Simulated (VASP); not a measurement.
OSZICAR of a VASP run on Sc (hcp):

File OSZICAR:
```
       N       E                     dE             d eps       ncg     rms          rms(c)
DAV:   1     0.380258363979E+03    0.38026E+03   -0.11080E+04  1920   0.151E+03
DAV:   2    -0.535666831212E+01   -0.38562E+03   -0.37967E+03  2714   0.690E+02
DAV:   3    -0.285609773651E+02   -0.23204E+02   -0.22718E+02  3253   0.192E+02
DAV:   4    -0.289460073876E+02   -0.38503E+00   -0.37646E+00  2991   0.228E+01
DAV:   5    -0.289520112629E+02   -0.60039E-02   -0.59826E-02  3230   0.275E+00    0.970E+00
DAV:   6    -0.236020049311E+02    0.53500E+01   -0.73167E+00  2151   0.440E+01    0.203E+00
DAV:   7    -0.216316330486E+02    0.19704E+01   -0.14307E+00  2520   0.112E+01    0.983E-01
DAV:   8    -0.231937061578E+02   -0.15621E+01   -0.71464E-01  2319   0.714E+00    0.689E-01
DAV:   9    -0.227620959400E+02    0.43161E+00   -0.44314E-01  1920   0.786E+00    0.289E-01
DAV:  10    -0.226770958723E+02    0.85000E-01   -0.63723E-02  2509   0.361E+00    0.196E-01
DAV:  11    -0.227320092207E+02   -0.54913E-01   -0.13251E-02  2242   0.138E+00    0.162E-01
DAV:  12    -0.227067749290E+02    0.25234E-01   -0.13545E-02  1965   0.139E+00    0.428E-02
DAV:  13    -0.227104205426E+02   -0.36456E-02   -0.17243E-03  3103   0.611E-01    0.528E-02
DAV:  14    -0.227103639257E+02    0.56617E-04   -0.25350E-05  2414   0.700E-02    0.526E-02
DAV:  15    -0.227103039954E+02    0.59930E-04   -0.13543E-05  2484   0.459E-02    0.506E-02
DAV:  16    -0.227082934545E+02    0.20105E-02   -0.79107E-04  2018   0.254E-01    0.168E-02
DAV:  17    -0.227084145142E+02   -0.12106E-03   -0.35988E-05  2536   0.617E-02    0.153E-02
DAV:  18    -0.227082898537E+02    0.12466E-03   -0.13075E-04  2032   0.970E-02    0.784E-03
DAV:  19    -0.227082981195E+02   -0.82658E-05   -0.97142E-06  2171   0.347E-02    0.543E-03
DAV:  20    -0.227082576316E+02    0.40488E-04   -0.85672E-06  1548   0.321E-02    0.234E-03
DAV:  21    -0.227082502002E+02    0.74314E-05   -0.26108E-06  1800   0.219E-02    0.168E-03
DAV:  22    -0.227082497503E+02    0.44995E-06   -0.47389E-07  1072   0.183E-02
   1 F= -.22708250E+02 E0= -.22708298E+02  d E =-.227082E+02
       N       E                     dE             d eps       ncg     rms          rms(c)
DAV:   1    -0.227129409123E+02   -0.46907E-02   -0.74979E-01  2102   0.188E+01    0.537E-01
DAV:   2    -0.227121912998E+02    0.74961E-03   -0.56392E-02  2880   0.375E+00    0.346E-01
DAV:   3    -0.227106126118E+02    0.15787E-02   -0.45561E-03  2882   0.145E+00    0.393E-02
DAV:   4    -0.227107049529E+02   -0.92341E-04   -0.14418E-03  2722   0.569E-01    0.183E-02
DAV:   5    -0.227104267740E+02    0.27818E-03   -0.17735E-04  2141   0.168E-01    0.121E-02
DAV:   6    -0.227105289152E+02   -0.10214E-03   -0.44923E-05  2605   0.107E-01    0.510E-03
DAV:   7    -0.227104292367E+02    0.99678E-04   -0.36176E-05  2123   0.933E-02    0.978E-04
DAV:   8    -0.227104354797E+02   -0.62430E-05   -0.10600E-06  1380   0.212E-02    0.933E-04
DAV:   9    -0.227104331095E+02    0.23701E-05   -0.24965E-07  1002   0.130E-02    0.520E-04
DAV:  10    -0.227104388701E+02   -0.57606E-05   -0.16413E-07   981   0.864E-03    0.105E-04
DAV:  11    -0.227104389561E+02   -0.85932E-07   -0.66753E-08   981   0.628E-03
   2 F= -.22710439E+02 E0= -.22710425E+02  d E =-.218921E-02
       N       E                     dE             d eps       ncg     rms          rms(c)
DAV:   1    -0.227211713087E+02   -0.10732E-01   -0.32634E+00  2179   0.393E+01    0.112E+00
DAV:   2    -0.227183513174E+02    0.28200E-02   -0.24414E-01  2831   0.779E+00    0.726E-01
DAV:   3    -0.227118797078E+02    0.64716E-02   -0.20146E-02  2874   0.302E+00    0.811E-02
DAV:   4    -0.227115310325E+02    0.34868E-03   -0.62118E-03  2724   0.118E+00    0.346E-02
DAV:   5    -0.227106548634E+02    0.87617E-03   -0.83398E-04  2110   0.368E-01    0.234E-02
DAV:   6    -0.227109794659E+02   -0.32460E-03   -0.25897E-04  2308   0.265E-01    0.115E-02
DAV:   7    -0.227106917889E+02    0.28768E-03   -0.15270E-04  2158   0.194E-01    0.192E-03
DAV:   8    -0.227107003370E+02   -0.85481E-05   -0.57291E-06  2527   0.408E-02    0.167E-03
DAV:   9    -0.227106975767E+02    0.27603E-05   -0.32079E-07  1107   0.101E-02    0.100E-03
DAV:  10    -0.227107090901E+02   -0.11513E-04   -0.32790E-07   995   0.872E-03    0.319E-04
DAV:  11    -0.227107075942E+02    0.14959E-05   -0.95026E-08   967   0.706E-03    0.191E-04
DAV:  12    -0.227107058809E+02    0.17133E-05   -0.45091E-08   960   0.409E-03    0.175E-04
DAV:  13    -0.227107081671E+02   -0.22862E-05   -0.33779E-08   960   0.348E-03    0.142E-04
DAV:  14    -0.227107068806E+02    0.12865E-05   -0.19688E-08   960   0.282E-03    0.667E-05
DAV:  15    -0.227107066135E+02    0.26707E-06   -0.12650E-08   960   0.206E-03
   3 F= -.22710707E+02 E0= -.22711019E+02  d E =-.245686E-02
       N       E                     dE             d eps       ncg     rms          rms(c)
DAV:   1    -0.227143544311E+02   -0.36476E-02   -0.84582E-01  2165   0.200E+01    0.575E-01
DAV:   2    -0.227132757051E+02    0.10787E-02   -0.64930E-02  2782   0.399E+00    0.372E-01
DAV:   3    -0.227120864451E+02    0.11893E-02   -0.55031E-03  2930   0.155E+00    0.420E-02
DAV:   4    -0.227113674315E+02    0.71901E-03   -0.16439E-03  2646   0.613E-01    0.181E-02
DAV:   5    -0.227114047872E+02   -0.37356E-04   -0.22381E-04  2186   0.193E-01    0.124E-02
DAV:   6    -0.227113307815E+02    0.74006E-04   -0.53818E-05  2319   0.120E-01    0.488E-03
DAV:   7    -0.227114022840E+02   -0.71503E-04   -0.44130E-05  2032   0.103E-01    0.141E-03
DAV:   8    -0.227113842239E+02    0.18060E-04   -0.16102E-06  1541   0.232E-02    0.895E-04
DAV:   9    -0.227113933475E+02   -0.91235E-05   -0.49378E-07  1037   0.134E-02    0.292E-04
DAV:  10    -0.227113800650E+02    0.13282E-04   -0.32534E-07   967   0.107E-02    0.194E-04
DAV:  11    -0.227113834107E+02   -0.33457E-05   -0.83399E-08   960   0.795E-03    0.112E-04
DAV:  12    -0.227113840928E+02   -0.68214E-06   -0.38946E-08   960   0.404E-03
   4 F= -.22711384E+02 E0= -.22711494E+02  d E =-.313434E-02
       N       E                     dE             d eps       ncg     rms          rms(c)
DAV:   1    -0.227114713649E+02   -0.87954E-04   -0.20613E-02  2137   0.312E+00    0.892E-02
DAV:   2    -0.227114642067E+02    0.71582E-05   -0.15689E-03  2810   0.624E-01    0.578E-02
DAV:   3    -0.227113756616E+02    0.88545E-04   -0.12842E-04  2898   0.245E-01    0.645E-03
DAV:   4    -0.227114333458E+02   -0.57684E-04   -0.39750E-05  2701   0.959E-02    0.287E-03
DAV:   5    -0.227114009980E+02    0.32348E-04   -0.47646E-06  1606   0.283E-02    0.190E-03
DAV:   6    -0.227114179689E+02   -0.16971E-04   -0.13186E-06  1093   0.211E-02    0.110E-03
DAV:   7    -0.227114040969E+02    0.13872E-04   -0.65428E-07   967   0.164E-02    0.323E-04
DAV:   8    -0.227114032050E+02    0.89191E-06   -0.18552E-07   960   0.827E-03
   5 F= -.22711403E+02 E0= -.22711546E+02  d E =-.315345E-02
       N       E                     dE             d eps       ncg     rms          rms(c)
DAV:   1    -0.227114075239E+02   -0.34269E-05   -0.14375E-03  2137   0.825E-01    0.236E-02
DAV:   2    -0.227114028350E+02    0.46889E-05   -0.10963E-04  2831   0.166E-01    0.153E-02
DAV:   3    -0.227114135604E+02   -0.10725E-04   -0.90951E-06  2836   0.647E-02    0.172E-03
DAV:   4    -0.227113964131E+02    0.17147E-04   -0.24220E-06  1345   0.259E-02    0.737E-04
DAV:   5    -0.227114037033E+02   -0.72902E-05   -0.44226E-07   960   0.136E-02    0.527E-04
DAV:   6    -0.227114011589E+02    0.25444E-05   -0.10722E-07   960   0.818E-03    0.293E-04
DAV:   7    -0.227114023755E+02   -0.12166E-05   -0.43252E-08   960   0.502E-03    0.534E-05
DAV:   8    -0.227114027321E+02   -0.35654E-06   -0.23748E-08   960   0.353E-03
   6 F= -.22711403E+02 E0= -.22711537E+02  d E =-.315298E-02
       N       E                     dE             d eps       ncg     rms          rms(c)
DAV:   1    -0.227119808240E+02   -0.57845E-03   -0.17753E-02  1934   0.209E+00    0.162E-01
DAV:   2    -0.227114591355E+02    0.52169E-03   -0.16565E-03  2600   0.619E-01    0.504E-02
DAV:   3    -0.227113972997E+02    0.61836E-04   -0.22896E-04  2458   0.188E-01    0.200E-02
DAV:   4    -0.227114449808E+02   -0.47681E-04   -0.45600E-05  2312   0.805E-02    0.384E-03
DAV:   5    -0.227113942586E+02    0.50722E-04   -0.61807E-05  1920   0.931E-02    0.347E-03
DAV:   6    -0.227114154993E+02   -0.21241E-04   -0.78639E-06  1941   0.377E-02    0.472E-04
DAV:   7    -0.227114125578E+02    0.29414E-05   -0.23820E-07   960   0.745E-03    0.349E-04
DAV:   8    -0.227114146765E+02   -0.21187E-05   -0.44153E-08   960   0.512E-03    0.144E-04
DAV:   9    -0.227114140689E+02    0.60766E-06   -0.15293E-08   960   0.319E-03
   7 F= -.22711414E+02 E0= -.22711562E+02  d E =-.113368E-04
```

Task: Which electronic solver shows in the log?

Result: It is blocked Davidson (ALGO = Normal, or the opening steps of other solvers). The INCAR had ALGO = Normal.

Task: Can the final energy be trusted as converged?

Result: The run converged. It stopped with EDIFF = 1E-6, NELM = 100, NSW = 60 and EDIFFG = -0.01 after 7 ionic steps (r2SCAN meta-GGA, plane waves, VASP's PBE PAW potentials (set 64)).

The compound is Sc in the hcp structure. This run relaxes it. Symmetry was kept, so distortions that lower it aren't found.
